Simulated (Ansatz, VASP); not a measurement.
## Bi (Bismuth): VASP beside Ansatz

Wanted: the spread between two codes on one cell, functional and k mesh. The cell is taken from a series of runs on this material, whose earlier steps may have relaxed, scaled, displaced or heated it; both programs get it as it stands.

Method: plane waves, with VASP 6.6.1 beside it; relaxation of cell and atoms at PBEsol, spin-orbit coupling, in Ansatz 0.2.0.

### 1. Starting point

It takes space group R-3m (No. 166, trigonal). The conventional cell has a = 4.546 Å, b = 4.546 Å, c = 11.862 Å, α = 90.00°, β = 90.00°, γ = 120.00°. Bi has 3 Bi at 3.07 Å nearest.

### 2. Ansatz: relaxation of cell and atoms, PBEsol, spin-orbit coupling

Ansatz runs on its fully relativistic PAW (standard-fr) files.

The relaxed volume is the usual yardstick between codes: in a stiff, nearly cubic crystal its relative difference is about their pressure difference at one cell divided by the bulk modulus.

Input file input.yaml:

```yaml
crystal:
  lattice:
    - [2.273, 1.3123171619, 3.954]
    - [-2.273, 1.3123171619, 3.954]
    - [0.0, -2.6246343237, 3.954]
  atoms:
    - { symbol: Bi, position: [0.23389, 0.23389, 0.23389] }
    - { symbol: Bi, position: [0.76611, 0.76611, 0.76611] }
kpoints:
  mp_grid: { grid: [9, 9, 9] }
hamiltonian:
  xc: pbesol
  pseudopotentials: { kind: paw_fr }
scf:
  occupations: { method: gaussian, width: 0.1 }
output:
  forces: true
  stress: true
  eigenvalues: true
magnetization:
  noncollinear: true
  spin_orbit: true
relax:
  adjacent_minimum: "off"
  f_tol: 0.005
  max_steps: 60
  cell: { stress_tol: 0.03 }
```

On the command line:

```
$ ansatz run input.yaml --threads 4 --pin off --max-ram 8192MiB --backend cpu --events-out ev --progress --plain --runs-dir out
```

Numbers of over 12 decimals in the logs are rounded to 6 here.

Log:

```text
Engine: ansatz 0.2.0, x86_64-unknown-linux-gnu
Pseudopotentials: kind: paw_fr
Pseudopotential: Bi, paw_fr, valence charge 15, recommended cutoff 420 eV (normal), Bi.paw.azcp#standard-fr
Functional definition: PBEsol
  exchange = pbesol_x
  correlation = pbesol_c
non-collinear run that drives no moment, with spin-orbit: no starting moment large enough to seed its density (crystal.atoms[].spin), no starting occupations that ask for one, no magnetisation constraint and no magnetic field, so the semilocal B_xc is pinned to zero
Crystal: 2 atoms, lattice volume = 70.766 Å³
Basis set: ecut = 420 eV, 1381 PW (Γ), exchange–correlation on 64×64×64 points (8 copies of the dense FFT grid, shifted against one another)
Bands: 38, of which v1, the nominal top of the filled ones, is band 30 counted from 1 (29 counted from 0)
Symmetry: 12 space group operations + 12 with time reversal
Magnetic group: BNS 166.98 (UNI 1328), of the structure as read, at distance tolerance 4.1e-5 Å
k-points: 85 of 729
Projection manifold: j_resolved (fully-relativistic pseudo-atomic orbitals)
Non-local potential: Bi, projectors of the file, l = 0: 2, l = 1: 4, l = 2: 4, l = 3: 4
PAW form: soft (Blöchl's): semilocal exchange-correlation on the pseudo side does not see the compensation charge
PAW frozen core: Bi, regenerated for the run's functional, and the local potential with it (the file was generated under x = pbe(κ = 0.804, μ = 0.219515), c = pbe(β = 0.066725))
PAW one-centre angular grid: Bi, 590 points (default); XC on 64 Gauss nodes
Initial density: superposition of atomic densities (chi_scale 0.1, normalization cell)
Initial wavefunctions: pseudopotential atomic-orbital guess
Functional: x = pbesol(κ = 0.804, μ = 0.123457), c = pbesol(β = 0.046)
SCF iter   1: F=—  HF=-24565.822881 eV  |F-HF|=—  |Δ(HF+E_count)|=         —  Δρ=1.02e-2  dr2=7.11e-2  dr2_m=0.00e0 (ungated)  ethr=3.10e-3  |M|=0.00e0 ∫|m|=0.00e0 μB  |m|>n=0.0e0 m-floor=0.0e0 τ_xc=0.0e0  β_m=0.30  ⟨swp⟩=9.4  Hψ=9073  notcnv=0
preconditioner: auto → none  [insulator: Δε(μ)=0.196 eV  Ē_g=20.054 eV  σ=0.100 eV  W_gap=0.71  n_scr=14 (ndim 8)  ℏωp=24.2 eV  f_vac=0.000  D(μ)=0.12/eV (n_scr^D=0)  ε∞_Penn≈2.5]
SCF iter   2: F=—  HF=-24565.815770 eV  |F-HF|=—  |Δ(HF+E_count)|=   7.11e-3  Δρ=6.73e-3  dr2=2.89e-2  dr2_m=0.00e0 (ungated)  ethr=2.37e-4  |M|=0.00e0 ∫|m|=0.00e0 μB  |m|>n=0.0e0 m-floor=0.0e0 τ_xc=0.0e0  β_m=0.56  ⟨swp⟩=1.0  Hψ=1959  notcnv=0  defer=2
SCF iter   3: F=—  HF=-24565.812774 eV  |F-HF|=—  |Δ(HF+E_count)|=   3.00e-3  Δρ=1.01e-3  dr2=4.64e-4  dr2_m=0.00e0 (ungated)  ethr=9.62e-5  |M|=0.00e0 ∫|m|=0.00e0 μB  |m|>n=0.0e0 m-floor=0.0e0 τ_xc=0.0e0  β_m=0.58  ⟨swp⟩=2.0  Hψ=2767  notcnv=0  defer=2
SCF iter   4: F=—  HF=-24565.812772 eV  |F-HF|=—  |Δ(HF+E_count)|=   1.89e-6  Δρ=2.39e-4  dr2=2.70e-5  dr2_m=0.00e0 (ungated)  ethr=1.55e-6  |M|=0.00e0 ∫|m|=0.00e0 μB  |m|>n=0.0e0 m-floor=0.0e0 τ_xc=0.0e0  β_m=0.62  ⟨swp⟩=3.0  Hψ=2772  notcnv=0  defer=2
SCF iter   5: F=—  HF=-24565.812688 eV  |F-HF|=—  |Δ(HF+E_count)|=   8.40e-5  Δρ=4.41e-5  dr2=8.63e-7  dr2_m=0.00e0 (ungated)  ethr=9.01e-8  |M|=0.00e0 ∫|m|=0.00e0 μB  |m|>n=0.0e0 m-floor=0.0e0 τ_xc=0.0e0  β_m=0.66  ⟨swp⟩=3.0  Hψ=2776  notcnv=0  defer=2
SCF iter   6: F=-24565.812688 eV  HF=-24565.812688 eV  |F-HF|=3.40e-9  |Δ(HF+E_count)|=   5.49e-8  Δρ=9.07e-6  dr2=3.61e-8  dr2_m=0.00e0 (ungated)  ethr=3.33e-10  |M|=0.00e0 ∫|m|=0.00e0 μB  |m|>n=0.0e0 m-floor=0.0e0 τ_xc=0.0e0  ⟨swp⟩=10.3  Hψ=8138  notcnv=0
SCF 1 converged in 6 iterations: F = -24565.812688 eV  dr2 = 3.61e-8
  greatest PAW one-centre occupation: 0.986 electrons in one spin orbital (limit 2), on the Bi atom at site 1 (counted from 0), in its partial waves of l = 2
relax step   1: F+E_penalty+E_count = -24565.81268806 eV  Δ(F+E_penalty+E_count) = +0.000e0 eV  max|allowed force component| = 6.721e-2 eV/Å  Δτ_max = 0.0000 Å  P = +0.336 GPa  Ω = 70.766 Å³  (6 SCF iters, dr2 threshold 1.00e-7 eV, accepted)
[...]
relax step   4: F+E_penalty+E_count = -24565.81370866 eV  Δ(F+E_penalty+E_count) = -7.679e-5 eV  max|allowed force component| = 5.641e-3 eV/Å  Δτ_max = 0.0030 Å  P = +0.011 GPa  Ω = 70.975 Å³  energy of the carried Pulay correction = -3.344e-5 eV  (4 SCF iters, dr2 threshold 2.03e-8 eV, accepted)
[...]
relax step   5: F+E_penalty+E_count = -24565.81372982 eV  Δ(F+E_penalty+E_count) = -2.117e-5 eV  max|allowed force component| = 3.735e-5 eV/Å  Δτ_max = 0.0008 Å  P = +0.005 GPa  Ω = 70.995 Å³  energy of the carried Pulay correction = -3.662e-5 eV  (4 SCF iters, dr2 threshold 1.99e-9 eV, accepted)
[...]
relax step   6: F+E_penalty+E_count = -24565.81376795 eV  Δ(F+E_penalty+E_count) = -3.813e-5 eV  max|allowed force component| = 2.337e-5 eV/Å  Δτ_max = 0.0000 Å  P = +0.005 GPa  Ω = 70.995 Å³  stress off target by 8.14e-3 GPa  SCF on the basis re-selected at this cell (its energy is not comparable with the rows above)  (4 SCF iters)
basis re-selected at this cell: Δ(F+E_penalty+E_count) = -3.813e-5 eV, ΔP = -0.000 GPa vs the last step (what re-selecting the basis moved, of the pressure what is left beyond the Pulay correction that the steps carried, after the strain that the cell walked since its last selection, with what the two solves' SCF thresholds leave and, on support functions, any second-order correction that the steps lacked; it is no m [...]
SCF converged after 4 iterations
Magnetization: |M| = 0.0000 μB,  M = (+0.0000, +0.0000, +0.0000) μB
Absolute magnetization: 0.0000 μB (∫|m|)
  site 0: m = (+0.0000, +0.0000, +0.0000) μB, |m| = 0.0000 μB  (R = 1.27 Å)
  site 1: m = (+0.0000, +0.0000, +0.0000) μB, |m| = 0.0000 μB  (R = 1.27 Å)
Free energy (F): -24565.813768 eV
Harris-Foulkes:  -24565.813768 eV  (|F-HF|=2.55e-11)
Internal energy: -24565.813185 eV  (E = F + TS)
E sigma→0 (E₀):  -24565.813477 eV
Entropy (-TS):   -0.000583 eV (-0.291 meV/atom)
Fermi energy:    9.389058 eV
--- Per-component energies (eV) ---
  E_band       = -220.525685
  E_kinetic    = 608.590612
  E_local      = -3136.189720  (includes V_loc(G=0)·N_el)
  E_nonlocal   = 1125.136691
  E_hartree    = 1024.074725
  E_xc         = -301.102693
  E_vxc        = -288.578484  (∫ρ·V_xc dr)
  E_paw        = -21102.920405  (= ΣΔE_a)
  E_vpaw       = -577.633442  (= ΣTr[D̂ρ^β])
  E_aug_tail   = -0.000811  (compensation charges beyond the density's cutoff)
  E_ewald      = -2783.605903
  E_core_change = 0.204318  (= ΣΔE_core)
  E_smearing   = -0.000583  (= −TS)
  E_closure    = 0.000000  (closes the sum)
  Σ components = -24565.813768   (vs F -24565.813768, Δ=0.00e0)
--- Forces (eV/Å), atoms counted from 1 ---
  atom   1  Bi     0.00000000     0.00000000     0.00002337
  atom   2  Bi    -0.00000000    -0.00000000    -0.00002337
  max |Σ_I F_I| component: 9.25e-18 eV/Å
--- Stress (GPa, compression-positive) ---
        0.008135      -0.000000      -0.000000
       -0.000000       0.008135      -0.000000
       -0.000000      -0.000000      -0.001519
  P = ⅓ Tr σ = 0.0049 GPa (0.049 kbar)
--- Band table (eV; the first three rows and the last of 85) ---
  k-point 0: bands = [... 26 lower, 8.7412, 8.7412, 8.9178, 8.9178, 10.3600, 10.3600, 12.7802, 12.7802, ... 4 higher]
  k-point 1: bands = [... 26 lower, 8.7302, 8.7302, 8.8575, 8.8575, 10.2155, 10.2155, 12.4056, 12.4056, ... 4 higher]
  k-point 2: bands = [... 26 lower, 8.5106, 8.5106, 8.9056, 8.9056, 9.8632, 9.8632, 11.5076, 11.5076, ... 4 higher]
  k-point 84: bands = [... 26 lower, 7.7063, 7.7063, 8.9358, 8.9358, 10.0261, 10.0261, 10.8271, 10.8271, ... 4 higher]
--- Relaxed structure (5 steps of the walk, 5 accepted, 1 SCFs on fresh bases) ---
  F+E_penalty+E_count = -24565.81376795 eV   max|allowed force component| = 2.337e-5 eV/Å   (the final SCF, on the basis selected at the relaxed cell)
  cell:  # Å, volume = 70.9948 Å³
    - [2.282149, 1.317599, 3.935027]
    - [-2.282149, 1.317599, 3.935027]
    - [0, -2.635199, 3.935027]
  atoms:
    - { symbol: Bi, position: [0.234606, 0.234606, 0.234606] }
    - { symbol: Bi, position: [0.765394, 0.765394, 0.765394] }
```

In the SCF lines HF is the Harris–Foulkes energy and dr2 the Hartree energy of the density residual, in eV; the loop may stop once dr2 is under the threshold and the program's other checks hold. Hψ counts applications of the Hamiltonian.

### 3. VASP: relaxation of cell and atoms, PBEsol, spin-orbit coupling

The same cell, functional, mesh and smearing now go to VASP, with its own data sets.

Lines of VASP's logs that name or quote its potential files are left out, and so is its time.

Input file INCAR:

```
SYSTEM = Bi
PREC = Accurate
ENCUT = 500
EDIFF = 1E-07
NELM = 200
ISMEAR = 0
SIGMA = 0.1
LREAL = .FALSE.
ALGO = Normal
GGA = PS
LNONCOLLINEAR = .TRUE.
MAGMOM = 0 0 0 0 0 0
NBANDS = 42
GGA_COMPAT = .FALSE.
LASPH = .TRUE.
LSORBIT = .TRUE.
LORBIT = 11
LWAVE = .FALSE.
LCHARG = .FALSE.
ISIF = 3
IBRION = 2
NSW = 80
EDIFFG = -0.005
NELMIN = 4
KPAR = 2
```

Input file POSCAR:

```
Bi
1.0
    2.2730000000      1.3123170000      3.9540000000
   -2.2730000000      1.3123170000      3.9540000000
    0.0000000000     -2.6246340000      3.9540000000
Bi
2
Direct
    0.2338899848      0.2338899848      0.2338899848
    0.7661100152      0.7661100152      0.7661100152
```

Input file KPOINTS:

```
Automatic mesh
0
Gamma
9 9 9
0 0 0
```

The projector-augmented-wave data sets are Bi_d (PBE family, release 64).

On the command line:

```
$ mpirun -np 2 vasp_ncl
```

Log:

```text
[banner, memory and clock lines left out]
running    2 mpi-ranks, on    1 nodes
 distrk:  each k-point on    1 cores,    2 groups
 distr:  one band on    1 cores,    1 groups

 POSCAR found type information on POSCAR Bi
 POSCAR found :  1 types and       2 ions
|                                                                             |
|               ----> ADVICE to this user running VASP <----                  |
|                                                                             |
|     You enforced a specific xc type in the INCAR file but a different       |
|     [... a line on the potential file left out ...]
|     I HOPE YOU KNOW WHAT YOU ARE DOING!                                     |
|                                                                             |

 LDA part: xc-table for (Slater+PW92), standard interpolation
 POSCAR, INCAR and KPOINTS ok, starting setup
 FFT: planning ... GRIDC
 FFT: planning ... GRID_SOFT
 FFT: planning ... GRID
 WAVECAR not read
 entering main loop
       N       E                     dE             d eps       ncg     rms          rms(c)
DAV:   1     0.355295009071E+03    0.35530E+03   -0.15103E+04  7182   0.168E+03
DAV:   2     0.329304189227E+02   -0.32236E+03   -0.31404E+03  7164   0.487E+02
DAV:   3    -0.807168096609E+01   -0.41002E+02   -0.40101E+02  8330   0.191E+02
DAV:   4    -0.101335465403E+02   -0.20619E+01   -0.20516E+01  8270   0.450E+01
DAV:   5    -0.102431682010E+02   -0.10962E+00   -0.10961E+00 10170   0.944E+00    0.113E+00
DAV:   6    -0.102332235346E+02    0.99447E-02   -0.30622E-02  9826   0.150E+00    0.668E-01
DAV:   7    -0.102275962405E+02    0.56273E-02   -0.94088E-03  8922   0.722E-01    0.521E-01
DAV:   8    -0.102274675187E+02    0.12872E-03   -0.14238E-03 10694   0.258E-01    0.676E-02
DAV:   9    -0.102274819008E+02   -0.14382E-04   -0.20913E-04  8750   0.156E-01    0.101E-02
DAV:  10    -0.102274820282E+02   -0.12735E-06   -0.25238E-05  8246   0.540E-02    0.672E-03
DAV:  11    -0.102274821142E+02   -0.85965E-07   -0.33942E-06  9552   0.148E-02    0.417E-03
DAV:  12    -0.102274821389E+02   -0.24771E-07   -0.44688E-07  7604   0.421E-03
   1 F= -.10227482E+02 E0= -.10227140E+02  d E =-.102275E+02  mag=    -0.0000    -0.0000    -0.0000
[...]
2 F= -.10228082E+02 E0= -.10227752E+02  d E =-.600112E-03  mag=     0.0000    -0.0000    -0.0000
[...]
3 F= -.10228101E+02 E0= -.10227768E+02  d E =-.618406E-03  mag=    -0.0000     0.0000     0.0000
[...]
4 F= -.10228468E+02 E0= -.10228143E+02  d E =-.367600E-03  mag=    -0.0000    -0.0000     0.0000
[...]
5 F= -.10228948E+02 E0= -.10228638E+02  d E =-.847288E-03  mag=    -0.0000    -0.0000    -0.0000
[...]
6 F= -.10228963E+02 E0= -.10228655E+02  d E =-.154139E-04  mag=     0.0000     0.0000     0.0000
[...]
7 F= -.10228964E+02 E0= -.10228657E+02  d E =-.158421E-04  mag=     0.0000     0.0000     0.0000
 curvature:  -0.70 expect dE=-0.118E-04 dE for cont linesearch -0.206E-06
 trial: gam= 1.08070 g(F)=  0.375E-05 g(S)=  0.131E-04 ort =-0.251E-05 (trialstep = 0.980E+00)
 search vector abs. value=  0.364E-04
 bond charge predicted
       N       E                     dE             d eps       ncg     rms          rms(c)
DAV:   1    -0.102291997616E+02   -0.23607E-03   -0.90417E-03  8934   0.101E+00    0.804E-02
DAV:   2    -0.102290319125E+02    0.16785E-03   -0.54030E-04  8804   0.407E-01    0.424E-02
DAV:   3    -0.102289679066E+02    0.64006E-04   -0.18819E-04  9034   0.218E-01    0.885E-03
DAV:   4    -0.102289711882E+02   -0.32816E-05   -0.49120E-05  8300   0.832E-02    0.367E-03
DAV:   5    -0.102289714312E+02   -0.24297E-06   -0.21220E-06 10470   0.140E-02    0.205E-03
DAV:   6    -0.102289714971E+02   -0.65926E-07   -0.17543E-07  5268   0.438E-03
   8 F= -.10228971E+02 E0= -.10228666E+02  d E =-.782238E-05  mag=     0.0000     0.0000     0.0000
 trial-energy change:   -0.000008  1 .order   -0.000008   -0.000014   -0.000002
 step:   1.1116(harm=  1.1116)  dis= 0.00023  next Energy=   -10.228972 (dE=-0.784E-05)
 reached required accuracy - stopping structural energy minimisation
```

From OUTCAR (step 3):

```text
ion  position               nearest neighbor table
   1  0.234  0.234  0.234-   2 3.07   2 3.07   2 3.07   2 3.53   2 3.53   2 3.53
   2  0.766  0.766  0.766-   1 3.07   1 3.07   1 3.07   1 3.53   1 3.53   1 3.53

  LATTYP: Found a trigonal (rhomboedric) cell.
 ALAT       =     4.7458214156
 COS(alpha) =     0.5412183029

 Subroutine GETGRP returns: Found 12 space group operations
 (whereof 12 operations were pure point group operations)

The static configuration has the point symmetry D_3d.

 Found     85 irreducible k-points:

   k-points           NKPTS =     85   k-points in BZ     NKDIM =     85   number of bands    NBANDS=     42

   dimension x,y,z NGX =    36 NGY =   36 NGZ =   36
   dimension x,y,z NGXF=    72 NGYF=   72 NGZF=   72

   ENCUT  =  500.0 eV  36.75 Ry    6.06 a.u.   8.65  8.65  8.65*2*pi/ulx,y,z

   NELECT =      30.0000    total number of electrons

 k-points in reciprocal lattice and weights: Automatic mesh
   0.00000000  0.00000000  0.00000000       0.001
   0.11111111  0.00000000  0.00000000       0.008
   0.22222222  0.00000000 -0.00000000       0.008
   0.33333333  0.00000000 -0.00000000       0.008
   0.44444444  0.00000000 -0.00000000       0.008
   0.11111111  0.11111111  0.00000000       0.008
   0.22222222  0.11111111  0.00000000       0.016
   0.33333333  0.11111111  0.00000000       0.016
   0.44444444  0.11111111  0.00000000       0.016
[...]
0.44444444  0.44444444  0.44444444       0.003
  -0.44444444  0.44444444  0.44444444       0.008

 average (electrostatic) potential at core
       1-104.1642       2-104.1642

 E-fermi :   6.0972

 k-point     1 :       0.0000    0.0000    0.0000
  band No.  band energies     occupation
    ...
     26       3.3947      1.00000
     27       5.4256      1.00000
     28       5.4256      1.00000
     29       5.5960      1.00000
     30       5.5960      1.00000
     31       7.3192      0.00000
     32       7.3192      0.00000
     33       9.5212      0.00000
     34       9.5212      0.00000
     35       9.8271      0.00000
    ...

 k-point     2 :       0.1111    0.0000    0.0000
  band No.  band energies     occupation
    ...
     26       3.4650      1.00000
     27       5.4269      1.00000
     28       5.4269      1.00000
     29       5.5488      1.00000
     30       5.5488      1.00000
     31       7.1337      0.00000
     32       7.1337      0.00000
     33       9.1251      0.00000
     34       9.1251      0.00000
     35       9.3791      0.00000
    ...

 k-point     3 :       0.2222    0.0000   -0.0000
  band No.  band energies     occupation
    ...
     26       3.6410      1.00000
     27       5.2718      1.00000
     28       5.2718      1.00000
     29       5.5931      1.00000
     30       5.5931      1.00000
     31       6.6926      0.00000
     32       6.6926      0.00000
     33       8.2137      0.00000
     34       8.2137      0.00000
     35       8.6545      0.00000
    ...

  Total       -0.0062545     -0.0062545     -0.0033637      0.0000000      0.0000000      0.0000000
  in kB       -0.1419998     -0.1419998     -0.0763670      0.0000000      0.0000000      0.0000000
  external PRESSURE =      -0.1201222 kB  Pullay stress =       0.0000000 kB

  energy-cutoff  :      500.00
  volume of cell :       70.57
      direct lattice vectors                 reciprocal lattice vectors
     2.279955297  1.316332641  3.918982152     0.219302545  0.126614399  0.085056099
    -2.279955297  1.316332641  3.918982152    -0.219302545  0.126614399  0.085056099
     0.000000000 -2.632665283  3.918982152     0.000000000 -0.253228799  0.085056099

 POSITION                                       TOTAL-FORCE (eV/Angst)
 -----------------------------------------------------------------------------------
      0.00000      0.00000      2.76496         0.000000      0.000000     -0.001547
      0.00000      0.00000      8.99198         0.000000     -0.000000      0.001547
 -----------------------------------------------------------------------------------
    total drift:                                0.000000      0.000000     -0.000000

  FREE ENERGIE OF THE ION-ELECTRON SYSTEM (eV)
  ---------------------------------------------------
  free  energy   TOTEN  =       -10.2289714971 eV

  energy  without entropy=      -10.2283604181  energy(sigma->0) =      -10.22866596

 reached required accuracy - stopping structural energy minimisation

 Spin-Orbit-Coupling matrix elements
 Ion:    1  E_soc:     -1.7021309
 Ion:    2  E_soc:     -1.7021309

 total charge
# of ion       s       p       d       tot
------------------------------------------
    1        1.520   1.357   9.914  12.791
    2        1.520   1.357   9.914  12.791
--------------------------------------------------
tot          3.040   2.714  19.829  25.583

 magnetization (x)
# of ion       s       p       d       tot
------------------------------------------
    1        0.000   0.000   0.000   0.000
    2        0.000  -0.000   0.000  -0.000
--------------------------------------------------
tot          0.000  -0.000   0.000  -0.000

 magnetization (y)
# of ion       s       p       d       tot
------------------------------------------
    1        0.000  -0.000  -0.000  -0.000
    2        0.000   0.000  -0.000  -0.000
--------------------------------------------------
tot          0.000  -0.000  -0.000  -0.000

 magnetization (z)
# of ion       s       p       d       tot
------------------------------------------
    1        0.000   0.000   0.000   0.000
    2        0.000   0.000   0.000   0.000
--------------------------------------------------
tot          0.000   0.000   0.000   0.000

[... 3 further parts left out ...]
```

### 4. Differences

Known differences besides the potentials themselves: spin-orbit coupling enters by fully relativistic files in Ansatz and inside the spheres in VASP; the cutoff is 420 eV in Ansatz and 500 eV in VASP; Ansatz makes its cores anew for this functional, VASP keeps those of its PBE data sets; Ansatz adds a Pulay correction to the stress that steers its cell, VASP none. Total energies have different zeros and are not compared.

Compared:

```csv
quantity,Ansatz,VASP,difference
volume (Å³),70.99,70.57,+0.60 %
"edge a after relaxation, in the typed setting (Å)",4.736,4.721,+0.31 %
```

### 5. Results

```
difference in volume (relaxation of cell and atoms, PBEsol, spin-orbit coupling) : 0.60 %
```

What this shows: The difference in volume is 0.60 % (relaxation of cell and atoms, PBEsol, spin-orbit coupling), within the 1.2 % picked in this series as the mark of a large difference, as far as the stopping tolerances let one tell. Such differences can come from data sets, numerical settings and the points named under the comparisons, not from the functional's error against experiment.

[Lines on the potential files, build, host, timing and source positions are cut from VASP's logs without a mark.]

[Logs are printed without paths, hosts, clocks, repeated set-up lines and the standing remarks that a program may print on its own settings, such as how far it seeks lower states.]

[Hosts, paths, dates, database ids (printed as entryN), source tags and the programs' standing remarks are cut or masked in the printed files.]
